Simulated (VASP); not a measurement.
Consider the following.

```
BeS
1.0
    0.00000     2.15826     2.15826
    2.15826     0.00000     2.15826
    2.15826     2.15826     0.00000
Be S
1 1
Cartesian
  0.00000   0.00000   0.00000
  2.15826   2.15826   2.15826
```

All values below come from PBEsol GGA, VASP's PBE PAW potentials (set 64) (plane waves; VASP 6.6.1). Settings: 500 eV cut-off, 11×11×11 Γ-centred mesh, Gaussian smearing of 0.050 eV, potentials Be S.

### Question
Predict the energy per atom (σ→0), pressure.

### Answer

| Quantity | Result |
|---|---|
| energy per atom (σ→0) | -4.627 eV/atom |
| pressure | 29.92 GPa |

Only differences to runs with the same potentials and settings are physical.

The structure was generated: BeS was put into the rock salt type (Fm-3m), which need not be its known phase. It was relaxed first under an external pressure of 30 GPa.
